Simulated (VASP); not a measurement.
Energy against volume of SrTiO$_{3}$ (cubic perovskite). Method: RPBE GGA, VASP's PBE PAW potentials (set 64) (plane waves; VASP). Settings: 520 eV cut-off, 6×6×6 Γ-centred mesh, Gaussian smearing of 0.050 eV, potentials Sr_sv Ti_sv O.

```json
[
 {"V (Å³/atom)": "12.210", "E (eV/atom)": "-7.61730"},
 {"V (Å³/atom)": "12.588", "E (eV/atom)": "-7.62321"},
 {"V (Å³/atom)": "12.966", "E (eV/atom)": "-7.61814"},
 {"V (Å³/atom)": "13.343", "E (eV/atom)": "-7.60369"}
]
```

Q: Fit these four points and predict the energy of the run at 11.833 Å³/atom.

A: A cubic in V^(−2/3), the third-order Birch-Murnaghan form, passes through the four points with V0 = 12.59 Å³/atom and B0 = 154 GPa, and gives -7.5986 eV/atom there. The run gave -7.5985 eV/atom, +0.2 meV/atom from the fit; all five points give B0 = 155 GPa.

The compound is SrTiO3 in the cubic perovskite structure, the ideal cubic form; the compound distorts at low or room temperature. It was relaxed first, which changed the volume by +6 %.
